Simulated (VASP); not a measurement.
Here is the system:

```xyz
2
Lattice="0.0000 2.9350 2.9350 2.9350 0.0000 2.9350 2.9350 2.9350 0.0000" Properties=species:S:1:pos:R:3 pbc="T T T"
In     0.0000     0.0000     0.0000
P      1.4675     1.4675     1.4675
```

Calculation: PBE GGA, VASP's PBE PAW potentials (set 64) (plane waves; VASP 6.6.1). Numerical set-up: 300 eV cut-off, 7×7×7 Γ-centred mesh, Fermi-Dirac smearing of 0.020 eV, potentials In_d P.

Unless said otherwise, spin-orbit coupling is left out, though it shifts the bands of the heavy elements here.

Give the energies of bands 7 to 12 at the high-symmetry points, in eV from the valence-band maximum.

| band | Γ | X | U | L | W |
|---|---|---|---|---|---|
| 7 | 0.00 | -5.73 | -5.59 | -5.71 | -5.58 |
| 8 | 0.00 | -2.31 | -3.28 | -0.96 | -2.93 |
| 9 | 0.00 | -2.31 | -1.93 | -0.96 | -2.89 |
| 10 | 0.68 | 1.77 | 2.36 | 1.49 | 4.29 |
| 11 | 4.09 | 2.27 | 4.38 | 4.81 | 4.36 |
| 12 | 4.09 | 9.19 | 7.50 | 4.81 | 5.56 |

The gap is direct, 0.68 eV, from the valence maximum at Γ to the conduction minimum at Γ.

The structure is a typed InP crystal (F-43m). The cell was not relaxed at this level.
